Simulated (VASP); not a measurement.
An input for Ansatz (written as the equivalent of a VASP run, and not itself run):

Ansatz 0.2 input:
```yaml
crystal:
  lattice:
    - [0.0000000, 2.3913034, 2.3913034]
    - [2.3913034, 0.0000000, 2.3913034]
    - [2.3913034, 2.3913034, 0.0000000]
  atoms:
    - { symbol: Cd, position: [0.0000000, 0.0000000, 0.0000000] }
    - { symbol: O, position: [0.5000000, 0.5000000, 0.5000000] }
kpoints:
  mp_grid: { grid: [12, 12, 12] }
hamiltonian:
  xc: pbe
  pseudopotentials: { kind: paw }
scf:
  occupations: { method: methfessel_paxton, width: 0.1 }
  max_iter: 100
relax:
  max_steps: 60
  f_tol: 0.01
  cell: {}
output: { forces: true, stress: true, eigenvalues: true }
```

Task: Translate this input to VASP (INCAR, KPOINTS, POSCAR, choice of POTCAR).

Result: This is not unique; one that fits is 
File POSCAR:
```
CdO
1
   -0.0000000000     2.3913034394     2.3913034394
    2.3913034394     0.0000000000     2.3913034394
    2.3913034394     2.3913034394    -0.0000000000
Cd O
1 1
Direct
  0.0000000000   0.0000000000   0.0000000000
  0.5000000000   0.5000000000   0.5000000000
```

### INCAR
```
ALGO=Normal
EDIFF=1E-6
EDIFFG=-0.01
ENCUT=530
GGA=PE
IBRION=2
ISIF=3
ISMEAR=1
LASPH=T
LCHARG=F
LMAXMIX=4
LREAL=F
LWAVE=F
NELM=100
NSW=60
PREC=Accurate
SIGMA=0.1
SYSTEM=CdO
```

**KPOINTS**
```
Automatic
0
Gamma
 12 12 12
0 0 0
```

POTCAR, in this order: Cd O (PBE.64 set). Program: vasp_std.

The two are equivalent in intent, not identical: each code has its own PAW files, so the cut-off isn't converted (ENCUT is set for VASP's; basis.ecutwfc is left out, and Ansatz then takes the one that its files recommend); Ansatz stops its SCF on the density residual and VASP on the energy change (EDIFF).

The compound is CdO in the rock salt structure. It was relaxed first, which changed the volume by +5 %. The start is the result of an earlier pass.
